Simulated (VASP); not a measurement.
Input:

```yaml
crystal:
  lattice:
    - [-1.90053, 1.90053, 4.78374]
    - [1.90053, -1.90053, 4.78374]
    - [1.90053, 1.90053, -4.78374]
  atoms:
    - { symbol: Ti, position: [0.75000, 0.25000, 0.50000] }
    - { symbol: Ti, position: [0.00000, 0.00000, 0.00000] }
    - { symbol: O, position: [0.54168, 0.04168, 0.50000] }
    - { symbol: O, position: [0.79168, 0.79168, 0.00000] }
    - { symbol: O, position: [0.20832, 0.20832, 0.00000] }
    - { symbol: O, position: [0.95832, 0.45832, 0.50000] }
```

All values below come from PBE GGA with D3 dispersion (zero damping), VASP's PBE PAW potentials (set 64) (plane waves; VASP). Numerical set-up: 520 eV cut-off, Gaussian smearing of 0.050 eV, potentials Ti_sv O.

Q: Give the energies of bands 14 to 27 at the high-symmetry points, in eV from the valence-band maximum.

A: 
| band | Γ | X | P | N | M | S | R |
|---|---|---|---|---|---|---|---|
| 14 | -3.79 | -4.42 | -4.30 | -4.23 | -3.71 | -3.75 | -4.57 |
| 15 | -3.79 | -4.19 | -4.25 | -3.67 | -3.66 | -3.74 | -3.91 |
| 16 | -3.41 | -4.19 | -4.25 | -3.63 | -3.66 | -3.66 | -3.91 |
| 17 | -2.06 | -3.76 | -3.77 | -3.40 | -2.02 | -2.94 | -3.61 |
| 18 | -2.06 | -3.76 | -3.77 | -2.16 | -2.02 | -2.93 | -3.61 |
| 19 | -2.01 | -2.64 | -2.97 | -2.06 | -1.35 | -2.21 | -2.74 |
| 20 | -0.79 | -2.64 | -2.97 | -1.95 | -1.35 | -1.85 | -2.74 |
| 21 | -0.79 | -2.06 | -1.60 | -1.94 | -1.28 | -1.20 | -1.90 |
| 22 | -0.79 | -2.06 | -1.60 | -0.94 | -1.28 | -0.94 | -1.90 |
| 23 | -0.47 | -0.05 | -0.24 | -0.88 | -0.14 | -0.90 | -0.09 |
| 24 | -0.47 | -0.05 | -0.24 | -0.65 | -0.14 | -0.86 | -0.09 |
| 25 | 2.06 | 3.25 | 3.48 | 3.15 | 2.40 | 3.13 | 3.22 |
| 26 | 2.77 | 3.25 | 3.48 | 3.46 | 2.40 | 3.39 | 3.22 |
| 27 | 3.88 | 3.72 | 3.51 | 3.47 | 3.67 | 3.48 | 3.66 |

The gap is indirect, 2.06 eV, from the valence maximum at Γ-X at 0.89 to the conduction minimum at Γ.

The compound is TiO2 in the anatase structure, one of several forms; rutile is the usual stable one. It was relaxed first.
